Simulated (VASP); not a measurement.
A convergence study with VASP on W (bcc): one setting is varied, all else stays as given below, so the limit is that of these other settings.

```yaml
crystal:
  lattice:
    - [-1.58000, 1.58000, 1.58000]
    - [1.58000, -1.58000, 1.58000]
    - [1.58000, 1.58000, -1.58000]
  atoms:
    - { symbol: W, position: [0.00000, 0.00000, 0.00000] }
```

Level of theory: LDA (Ceperley-Alder, Perdew-Zunger), VASP's LDA PAW potentials (set 64) (plane waves; VASP 6.6.1). The tightest run used: 550 eV cut-off, 22×22×22 Monkhorst-Pack mesh, first-order Methfessel-Paxton smearing of 0.10 eV, potentials W_sv.

Task: The settings run are 1×1×1 mesh; 2×2×2 mesh; 3×3×3 mesh; 4×4×4 mesh; 5×5×5 mesh; 6×6×6 mesh; 7×7×7 mesh; 8×8×8 mesh; 9×9×9 mesh; 10×10×10 mesh; 11×11×11 mesh; 12×12×12 mesh; 13×13×13 mesh; 14×14×14 mesh; 15×15×15 mesh; 16×16×16 mesh; 17×17×17 mesh; 18×18×18 mesh; 19×19×19 mesh; 20×20×20 mesh; 21×21×21 mesh; 22×22×22 mesh. From which on does the stress (every component) stay within 0.5 GPa of the tightest run?

Result: From 11×11×11 mesh on: it is off by 0.03 there and by no more than 0.5 in any finer run, while 10×10×10 mesh is off by 0.94.
```
setting        E (eV/atom)  pressure (GPa)  irreducible k-points  difference judged (GPa)
-------------  -----------  --------------  --------------------  -----------------------
1×1×1 mesh        -13.9299          124.07                     1                   129.81
2×2×2 mesh        -10.8212           38.87                     2                    44.62
3×3×3 mesh        -13.6455            3.51                     4                     9.26
4×4×4 mesh        -14.3092           -8.87                     6                     3.12
5×5×5 mesh        -14.1442           -5.64                    10                     0.10
6×6×6 mesh        -14.0600           -5.45                    14                     0.29
7×7×7 mesh        -14.0280           -5.22                    20                     0.52
8×8×8 mesh        -14.0890           -5.63                    26                     0.11
9×9×9 mesh        -14.1096           -5.84                    35                     0.10
10×10×10 mesh     -14.1053           -6.69                    44                     0.94
11×11×11 mesh     -14.0790           -5.77                    56                     0.03
12×12×12 mesh     -14.0945           -5.69                    68                     0.05
13×13×13 mesh     -14.1147           -5.85                    84                     0.11
14×14×14 mesh     -14.1033           -5.49                   100                     0.26
15×15×15 mesh     -14.0972           -5.45                   120                     0.29
16×16×16 mesh     -14.0912           -5.48                   140                     0.26
17×17×17 mesh     -14.0992           -5.87                   165                     0.13
18×18×18 mesh     -14.1026           -5.74                   190                     0.00
19×19×19 mesh     -14.1029           -5.92                   220                     0.17
20×20×20 mesh     -14.0971           -5.79                   250                     0.05
21×21×21 mesh     -14.0963           -5.67                   286                     0.07
22×22×22 mesh     -14.1028           -5.74                   322                     0.00
```

Left out are rungs that failed or repeat a setting and relaxations that didn't move; long series are thinned to 24 rows.

The compound is W in the bcc structure. The cell was not relaxed at this level.
